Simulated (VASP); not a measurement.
## La$_{2}$O$_{3}$ (a-type): computed properties

Calculation: LDA (Ceperley-Alder, Perdew-Zunger), VASP's LDA PAW potentials (set 64) (plane waves; VASP 6.6.1).

| Quantity | Value |
|---|---|
| space group | P-3m1 (164) |
| cell | a = b = 3.8832 Å, c = 5.9475 Å, α = β = 90.00°, γ = 120.00° |
| volume per atom | 15.53 Å³/atom |
| band gap (over mesh and band path) | 3.72 eV |
| smallest direct gap (over mesh and band path) | 3.80 eV |
| band-edge character without spin-orbit coupling | indirect, H-A at 0.22 to K |
| band gap with spin-orbit coupling | 3.70 eV |
| density | 6.97 g/cm³ |
| mean ε∞ (DFPT) | 4.91 |
| mean ε∞ (independent particles) | 5.12 |
| mean static ε | 24.28 |
| optical Γ-point spectrum | 108 (×2), 200, 205 (×2), 208, 375 (×2), 397, 407 (×2), 448 cm⁻¹ |

Space group P-3m1 (No. 164); a = b = 3.883 Å, c = 5.947 Å, α = β = 90.00°, γ = 120.00°

```json
[
 {"atom": "La", "site": "2d", "symmetry": "3m.", "x": "0.3333", "y": "0.6667", "z": "0.2438"},
 {"atom": "O", "site": "1a", "symmetry": "-3m.", "x": "0.0000", "y": "0.0000", "z": "0.0000"},
 {"atom": "O", "site": "2d", "symmetry": "3m.", "x": "0.6667", "y": "0.3333", "z": "0.3535"}
]
```

Measured: a 3.934 Å at 300 K (computed value off by -1.3 %), as given by Juan A. Santana et al., The Journal of Chemical Physics (2016), arXiv:1608.06321; c 6.130 Å (computed value off by -3.0 %), as given by Rustad et al., (2011), arXiv:1107.4261. The calculation is for a static lattice, while the measured a, c hold thermal and zero-point effects, which are part of the difference. The path is coarsely sampled, so an indirect gap can come out somewhat too large.

The compound is La2O3 in the a-type structure. It was relaxed first, which changed the volume by -6 %. Symmetry was kept, so distortions that lower it aren't found.
